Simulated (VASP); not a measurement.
# Be4OsPt2 (P6/mmm) in VASP: reference runs

How does Be4OsPt2 come out in PBE? The cell is run as given.

Program: VASP 6.6.1. These are calculated values, not measurements. Logs are shortened: lines on timing, memory, paths and dates and some standing lists are left out, and cuts for length are marked.

### 1 Starting point

Symmetry: P6/mmm, No. 191, hexagonal system. Conventional cell: a = 3.455 Å, b = 3.455 Å, c = 8.596 Å, α = 90.00°, β = 90.00°, γ = 120.00°. Be (site symmetry -6m2) has 3 Be at 1.99 Å and 6 Pt at 2.18 Å as nearest neighbours. Around Be (site symmetry 6mm) lie 1 Os at 1.45 Å. Os (site symmetry 6/mmm) is surrounded by 2 Be at 1.45 Å. Pt (site symmetry 6mm) has 1 Pt at 1.77 Å and 1 Be at 1.97 Å as nearest neighbours.

The cell was built by a generator and needn't be a form met in nature.

### 2 Single point, PBE

The input, INCAR:

```
SYSTEM = Be4OsPt2
ALGO = Normal
EDIFF = 1E-7
ENCUT = 520
GGA = PE
ISIF = 2
ISMEAR = -1
LASPH = .True.
LCHARG = .False.
LREAL = .False.
LWAVE = .False.
NBANDS = 27
NELM = 100
PREC = Accurate
SIGMA = 0.05
```

The input, KPOINTS:

```
k-points
0
Gamma
  9 9 3
  0 0 0
```

The input, POSCAR:

```
Be4OsPt2
1.0
    3.4553535100      0.0000000000      0.0000000000
   -1.7276767600      2.9924239200      0.0000000000
    0.0000000000      0.0000000000      8.5958847100
Be Os Pt
4 1 2
Direct
    0.3333333300      0.6666666700      0.0000000000
    0.6666666700      0.3333333300      0.0000000000
    0.0000000000      0.0000000000      0.6682300700
    0.0000000000      0.0000000000      0.3317699300
    0.0000000000      0.0000000000      0.5000000000
    0.0000000000      0.0000000000      0.8970843700
    0.0000000000      0.0000000000      0.1029156300
```

Potentials or basis: VASP PAW PBE potentials, release 64 (Be, Os, Pt).

On the command line:

```bash
cat potpaw_PBE.64/Be/POTCAR potpaw_PBE.64/Os/POTCAR potpaw_PBE.64/Pt/POTCAR > POTCAR
mpirun -np 1 vasp_std > vasp.out
```

OUTCAR:

```text
SYSTEM = Be4OsPt2
   EDIFF = 1E-7
   ENCUT = 520
   GGA = PE
   ISIF = 2
   ISMEAR = -1
   LASPH = .True.
   LREAL = .False.
   NELM = 100
   PREC = Accurate

 ion  position               nearest neighbor table
   1  0.333  0.667  0.000-   2 1.99   2 1.99   2 1.99   7 2.18   6 2.18   7 2.18   6 2.18   7 2.18
                             6 2.18
   2  0.667  0.333  0.000-   1 1.99   1 1.99   1 1.99   7 2.18   6 2.18   6 2.18   7 2.18   6 2.18
                             7 2.18
   3  0.000  0.000  0.668-   5 1.45   6 1.97
   4  0.000  0.000  0.332-   5 1.45   7 1.97
   5  0.000  0.000  0.500-   3 1.45   4 1.45   6 3.41   7 3.41
   6  0.000  0.000  0.897-   7 1.77   3 1.97   1 2.18   2 2.18   2 2.18   1 2.18   2 2.18   1 2.18
                             5 3.41
   7  0.000  0.000  0.103-   6 1.77   4 1.97   1 2.18   2 2.18   2 2.18   1 2.18   2 2.18   1 2.18
                             5 3.41

  LATTYP: Found a hexagonal cell.
 ALAT       =     3.4553535100
 C/A-ratio  =     2.4877005161

  Lattice vectors:

 A1 = (   3.4553535100,   0.0000000000,   0.0000000000)
 A2 = (  -1.7276767600,   2.9924239200,   0.0000000000)
 A3 = (   0.0000000000,   0.0000000000,   8.5958847100)

Analysis of symmetry for initial positions (statically):
=====================================================================
 Subroutine PRICEL returns:
 Original cell was already a primitive cell.

 Routine SETGRP: Setting up the symmetry group for a
 hexagonal supercell.

 Subroutine GETGRP returns: Found 24 space group operations
 (whereof 24 operations were pure point group operations)
 out of a pool of 24 trial point group operations.

The static configuration has the point symmetry D_6h.

Analysis of symmetry for dynamics (positions and initial velocities):
=====================================================================
 Subroutine PRICEL returns:
 Original cell was already a primitive cell.

 Routine SETGRP: Setting up the symmetry group for a
 hexagonal supercell.

 Subroutine GETGRP returns: Found 24 space group operations
 (whereof 24 operations were pure point group operations)
 out of a pool of 24 trial point group operations.

The dynamic configuration has the point symmetry D_6h.

 Subroutine INISYM returns: Found 24 space group operations
 (whereof 24 operations are pure point group operations),
 and found     1 'primitive' translations

----------------------------------------------------------------------------------------

                                     Primitive cell

  volume of cell :      88.8804

  direct lattice vectors                    reciprocal lattice vectors
     3.455353510  0.000000000  0.000000000     0.289405989  0.167088626  0.000000000
    -1.727676760  2.992423920  0.000000000     0.000000000  0.334177251  0.000000000
     0.000000000  0.000000000  8.595884710     0.000000000  0.000000000  0.116334739

  length of vectors
     3.455353510  3.455353514  8.595884710     0.334177252  0.334177251  0.116334739

  position of ions in fractional coordinates (direct lattice)
     0.333333330  0.666666670  0.000000000
     0.666666670  0.333333330  0.000000000
     0.000000000  0.000000000  0.668230070
     0.000000000  0.000000000  0.331769930
     0.000000000  0.000000000  0.500000000
     0.000000000  0.000000000  0.897084370
     0.000000000  0.000000000  0.102915630

  ion indices of the primitive-cell ions
   primitive index   ion index
                 1           1
                 2           2
                 3           3
                 4           4
                 5           5
                 6           6
                 7           7

----------------------------------------------------------------------------------------

 KPOINTS: k-points

Automatic generation of k-mesh.
 Grid dimensions read from file:
 generate k-points for:    9    9    3

 Generating k-lattice:

  Cartesian coordinates                     Fractional coordinates (reciprocal lattice)
     0.032156221  0.018565403  0.000000000     0.111111111  0.000000000  0.000000000
     0.000000000  0.037130806  0.000000000     0.000000000  0.111111111  0.000000000
     0.000000000  0.000000000  0.038778246     0.000000000  0.000000000  0.333333333

  Length of vectors
     0.037130806  0.037130806  0.038778246

  Shift w.r.t. Gamma in fractional coordinates (k-lattice)
     0.000000000  0.000000000  0.000000000

 Subroutine IBZKPT returns following result:
 ===========================================

 Found     24 irreducible k-points:

 Following reciprocal coordinates:
            Coordinates               Weight
  0.000000  0.000000  0.000000      1.000000
  0.111111 -0.000000  0.000000      6.000000
  0.222222  0.000000  0.000000      6.000000
  0.333333  0.000000  0.000000      6.000000
  0.444444  0.000000  0.000000      6.000000
  0.111111  0.111111  0.000000      6.000000
[... 16 lines left out ...]
  0.333333  0.222222  0.333333     24.000000
  0.333333  0.333333  0.333333      4.000000
   k-points           NKPTS =     24   k-points in BZ     NKDIM =     24   number of bands    NBANDS=     27
   number of dos      NEDOS =    301   number of ions     NIONS =      7
   total plane-waves  NPLWV =  50176
   dimension x,y,z NGX =    28 NGY =   28 NGZ =   64
   dimension x,y,z NGXF=    56 NGYF=   56 NGZF=  128
   ions per type =               4   1   2
   NGX,Y,Z   is equivalent  to a cutoff of  13.47, 13.47, 12.38 a.u.
   NGXF,Y,Z  is equivalent  to a cutoff of  26.94, 26.94, 24.76 a.u.
 SYSTEM =  Be4OsPt2
   PREC   = accura    normal or accurate (medium, high low for compatibility)
   ISTART =      0    job   : 0-new  1-cont  2-samecut
   ICHARG =      2    charge: 1-file 2-atom 10-const
   ISPIN  =      1    spin polarized calculation?
   LNONCOLLINEAR =      F non collinear calculations
   LSORBIT =      F    spin-orbit coupling
   LASPH  =      T    aspherical Exc in radial PAW
   ENCUT  =  520.0 eV  38.22 Ry    6.18 a.u.   6.42  6.42 15.98*2*pi/ulx,y,z
   NELM   =    100;   NELMIN=  2; NELMDL= -5     # of ELM steps
   EDIFF  = 0.1E-06   stopping-criterion for ELM
   LREAL  =      F    real-space projection
   EDIFFG = 0.1E-05   stopping-criterion for IOM
   NSW    =      0    number of steps for IOM
   IBRION =     -1    ionic relax: 0-MD 1-quasi-New 2-CG
   NFREE  =      0    steps in history (QN), initial steepest desc. (CG)
   ISIF   =      2    stress and relaxation
   ISYM   =      2    0-nonsym 1-usesym 2-fastsym
   POTIM  = 0.5000    time-step for ionic-motion
   TEBEG  =    0.0;   TEEND  =   0.0 temperature during run
   PSTRESS=    0.0 pullay stress
   NELECT =      36.0000    total number of electrons
   NUPDOWN=      -1.0000    fix difference up-down
   EMIN   =  10.00;   EMAX   =-10.00  energy-range for DOS
   EFERMI =   0.00;   METHOD = LEGACY
   ISMEAR =    -1;   SIGMA  =   0.05  broadening in eV -4-tet -1-fermi 0-gaus
   EFERMI_NEDOS =   21; number of points for ismear=-14 and -15
   IALGO  =     38    algorithm
   IMIX   =      4    mixing-type and parameters
     AMIX     =   0.40;   BMIX     =  1.00
     AMIX_MAG =   1.60;   BMIX_MAG =  1.00
  volume/ion in A,a.u.               =      12.70        85.68
  Fermi-wavevector in a.u.,A,eV,Ry     =   1.211268  2.288965 19.962064  1.467170
  Thomas-Fermi vector in A             =   2.346789
   LORBIT       =      0    0 simple, 1 ext, 2 COOP (PROOUT), +10 PAW based schemes
   GGA     = PE    functional components
   LHFCALC =     F    Hartree Fock is set to
   AEXX    =    0.0000 exact exchange contribution
   IVDW    =     0    specifies the selected vdW correction
   LEPSILON=     F    determine dielectric tensor
   LRPA    =     F    only Hartree local field effects (RPA)
 non-spin polarized calculation
  energy-cutoff  :      520.00
  volume of cell :       88.88
 maximum number of plane-waves:      2412
 NGX is ok and might be reduce to    28
   NGX = 13   NGY = 13   NGZ = 31

 number of electron      35.9999997 magnetization

 Free energy of the ion-electron system (eV)
  ---------------------------------------------------
  ext. energy  EPLUGINS =         0.00000000
  ---------------------------------------------------
  free energy    TOTEN  =        -5.91242115 eV

  energy without entropy =       -5.87446451  energy(sigma->0) =       -5.89344283

 E-fermi :   6.2778     XC(G=0): -10.9784

 val. band max:        6.2584746550   @ k =   0.2222   0.0000   0.0000
 cond. band min:       6.2787997554   @ k =   0.1111  -0.0000   0.3333
 fundamental gap:      0.0203251004
 Fermi energy:         6.2777557437

 k-point     1 :       0.0000    0.0000    0.0000
  band No.  band energies     occupation
      1      -4.7832      2.00000
      2      -2.9176      2.00000
      3      -2.9176      2.00000
      4      -2.8344      2.00000
      5      -1.6002      2.00000
      6      -1.6002      2.00000
[... 19 lines left out ...]
     26      14.5600      0.00000
     27      14.9195      0.00000

 k-point     2 :       0.1111   -0.0000    0.0000
  band No.  band energies     occupation
      1      -4.6394      2.00000
      2      -3.0410      2.00000
      3      -3.0402      2.00000
      4      -2.8006      2.00000
      5      -1.4820      2.00000
      6      -1.3040      2.00000
[... 19 lines left out ...]
     26      14.7276      0.00000
     27      15.1354      0.00000

 k-point     3 :       0.2222    0.0000    0.0000
  band No.  band energies     occupation
      1      -4.3304      2.00000
      2      -3.2535      2.00000
      3      -3.2253      2.00000
      4      -2.7183      2.00000
      5      -1.1370      2.00000
      6      -0.5899      2.00000
[... 19 lines left out ...]
     26      15.1831      0.00000
     27      15.8226      0.00000

 k-point     4 :       0.3333    0.0000    0.0000
  band No.  band energies     occupation
      1      -4.1750      2.00000
      2      -3.4232      2.00000
      3      -3.2355      2.00000
      4      -2.6155      2.00000
      5      -0.3879      2.00000
      6       0.3250      2.00000
[... 19 lines left out ...]
     26      15.4471      0.00000
     27      15.4478      0.00000

 k-point     5 :       0.4444    0.0000    0.0000
  band No.  band energies     occupation
      1      -4.1942      2.00000
      2      -3.5137      2.00000
      3      -3.1631      2.00000
      4      -2.5531      2.00000
      5       0.9601      2.00000
      6       1.1051      2.00000
[... 19 lines left out ...]
     26      14.0691      0.00000
     27      14.2805      0.00000

 k-point     6 :       0.1111    0.1111    0.0000
  band No.  band energies     occupation
      1      -4.4116      2.00000
      2      -3.2543      2.00000
      3      -3.1231      2.00000
      4      -2.7314      2.00000
      5      -1.3255      2.00000
      6      -0.7616      2.00000
[... 444 lines left out ...]
      1      -4.1882      2.00000
      2      -3.7036      2.00000
      3      -2.9787      2.00000
      4      -2.3190      2.00000
      5       0.7868      2.00000
      6       1.2964      2.00000
[... 19 lines left out ...]
     26      14.0400      0.00000
     27      14.4646      0.00000

 k-point    22 :       0.2222    0.2222    0.3333
  band No.  band energies     occupation
      1      -4.1471      2.00000
      2      -3.7410      2.00000
      3      -2.9444      2.00000
      4      -2.0628      2.00000
      5      -0.8732      2.00000
      6       1.1340      2.00000
[... 19 lines left out ...]
     26      13.5050      0.00000
     27      14.4870      0.00000

 k-point    23 :       0.3333    0.2222    0.3333
  band No.  band energies     occupation
      1      -4.1406      2.00000
      2      -3.8894      2.00000
      3      -2.8880      2.00000
      4      -1.5953      2.00000
      5      -0.2305      2.00000
      6       1.0424      2.00000
[... 19 lines left out ...]
     26      13.2224      0.00000
     27      14.0443      0.00000

 k-point    24 :       0.3333    0.3333    0.3333
  band No.  band energies     occupation
      1      -4.0528      2.00000
      2      -4.0528      2.00000
      3      -2.8633      2.00000
      4      -0.5122      2.00000
      5      -0.2174      2.00000
      6      -0.2174      2.00000
[... 19 lines left out ...]
     26      13.4543      0.00000
     27      13.4543      0.00000

------------------------ aborting loop because EDIFF is reached ----------------------------------------

  FORCE on cell =-STRESS in cart. coord.  units (eV):
  Direction    XX          YY          ZZ          XY          YZ          ZX
  --------------------------------------------------------------------------------------
  -------------------------------------------------------------------------------------
  Total       13.7829187     13.7829188    174.7718108     -0.0000000      0.0000000      0.0000000
  in kB      248.4537709    248.4537711   3150.4731519     -0.0000004      0.0000000      0.0000000
  external PRESSURE =    1215.7935647 kB  Pullay stress =       0.0000000 kB

 VOLUME and BASIS-vectors are now :
 -----------------------------------------------------------------------------
  energy-cutoff  :      520.00
  volume of cell :       88.88
      direct lattice vectors                 reciprocal lattice vectors
     3.455353510  0.000000000  0.000000000     0.289405989  0.167088626  0.000000000
    -1.727676760  2.992423920  0.000000000     0.000000000  0.334177251  0.000000000
     0.000000000  0.000000000  8.595884710     0.000000000  0.000000000  0.116334739

 POSITION                                       TOTAL-FORCE (eV/Angst)
 -----------------------------------------------------------------------------------
     -0.00000      1.99495      0.00000         0.000000      0.000000      0.000000
      1.72768      0.99747      0.00000        -0.000000     -0.000000      0.000000
      0.00000      0.00000      5.74403         0.000000      0.000000     23.088948
      0.00000      0.00000      2.85186        -0.000000      0.000000    -23.088948
      0.00000      0.00000      4.29794         0.000000      0.000000      0.000000
      0.00000      0.00000      7.71123         0.000000     -0.000000    -47.583488
      0.00000      0.00000      0.88465         0.000000     -0.000000     47.583488
 -----------------------------------------------------------------------------------
    total drift:                               -0.000000     -0.000000     -0.000000

  FREE ENERGIE OF THE ION-ELECTRON SYSTEM (eV)
  ---------------------------------------------------
  free  energy   TOTEN  =        -5.9124211547 eV

  energy  without entropy=       -5.8744645055  energy(sigma->0) =       -5.89344283
```

It took 36 s on 1 thread of Intel Xeon 6975P-C (Granite Rapids), shared host; peak memory 0.24 GiB.

What came out:

* Free energy: -5.9124 eV
* Pressure: 121.6 GPa
* Largest force: 47.583 eV/Å
* Band gap on the k mesh: none (metal or under the smearing width)

Forces in eV/Å, atoms in the order of the input:
```
Be    0.000   0.000   0.000
Be    0.000   0.000   0.000
Be    0.000   0.000  23.089
Be    0.000   0.000 -23.089
Os    0.000   0.000   0.000
Pt    0.000   0.000 -47.583
Pt    0.000   0.000  47.583
```

Stress tensor (GPa, compression positive):
```
 24.85   0.00   0.00
  0.00  24.85   0.00
  0.00   0.00 315.05
```

Caveat: a pressure of tens of GPa on the cell as given is suspect, and the run, the potentials or the cell itself is likely at fault; forces of over 1 eV/Å show positions far from the minimum, so gaps and moduli don't describe the material at rest. The run has no spin-orbit coupling, so splittings on Os, Pt are missing.
